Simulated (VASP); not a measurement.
Here is the system:

```xyz
2
Lattice="3.1473 0.0000 0.0000 0.0000 3.1473 0.0000 0.0000 0.0000 3.1473" Properties=species:S:1:pos:R:3 pbc="T T T"
Zn     1.5737     1.5737     1.5737
Au     0.0000     0.0000     0.0000
```

The numbers are results of r2SCAN meta-GGA, VASP's PBE PAW potentials (set 64) (plane waves; VASP), not measurements. Run with 480 eV cut-off, 10×10×10 Γ-centred mesh, first-order Methfessel-Paxton smearing of 0.10 eV, potentials Zn Au.

Energy and stress use the plane-wave basis of the starting cell.

**Question.** The ions, cell shape and volume at an external pressure of 10.0 GPa are relaxed. Which structure does the run end with?

**Answer.** 
```xyz
2
Lattice="3.0866 0.0000 0.0000 0.0000 3.0866 0.0000 0.0000 0.0000 3.0866" Properties=species:S:1:pos:R:3 pbc="T T T"
Zn     1.5433     1.5433     1.5433
Au     0.0000     0.0000     0.0000
```
Space group Pm-3m (221), at a tolerance of 0.03 Å.

**Question.** How do energy and volume change from the first to the last step?

**Answer.** The energy (σ→0) changes by +26.3 meV/atom and the volume by -5.7 %, in 3 ionic steps.

The compound is AuZn in the CsCl type structure. This run relaxes it under an external pressure of 10 GPa. Symmetry was kept, so distortions that lower it aren't found. The electron count is odd and the run is not spin-polarised, which forces a metal.
